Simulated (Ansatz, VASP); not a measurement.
## TiGaSb in VASP and in Ansatz

```
Ti Ga Sb
1.0
     4.87013    0.00000    0.00000
    -2.43506    4.21765    0.00000
     0.00000    0.00000    3.05571
Ti Ga Sb
1 1 1
Direct
  0.66667 0.33333 0.50000
  0.00000 0.00000 0.00000
  0.33333 0.66667 0.50000
```

Change from the starting cell: species swapped into the CeCuGe type (P-6m2, No. 187).

Alike in both runs: functional PBE; k mesh 12 × 12 × 16; occupations gaussian, width 0.1 eV; collinear spin.

Ansatz relaxed the structure, and its values are those at the end. VASP's run is a single point on that final structure, the one shown.

|  | VASP | Ansatz |
| --- | --- | --- |
| version | VASP 6.6.1 | Ansatz 0.2.0 |
| potentials or method | VASP PAW PBE potentials, release 64 (Ti_sv, Ga_d, Sb) | scalar-relativistic, plane waves, PAW |
| plane-wave cutoff (eV) | 520 | 420 |
| valence electrons in the cell | 30 | 40 |

VASP gave:

- gap on the k mesh at the Fermi level (eV): none
- pressure (GPa): 0.0
- net moment per atom (μB): 0.34
- size of the moment on the site where the two differ most (μB): 0.04

Estimate Ansatz's values.

gap on the k mesh at the Fermi level (eV): none; pressure (GPa): 0.0; net moment per atom (μB): 0.34; size of the moment on the site where the two differ most (μB): 0.06.

Site moments also hang on the region over which each program counts them. A gap of «none» marks a metal or a gap that the smearing closes. With one functional, cell and mesh, what is left measures potentials, basis and numerics. The two sets of potentials don't hold the same shells in valence.

Spin-orbit coupling is left out, which matters for the levels of Sb.
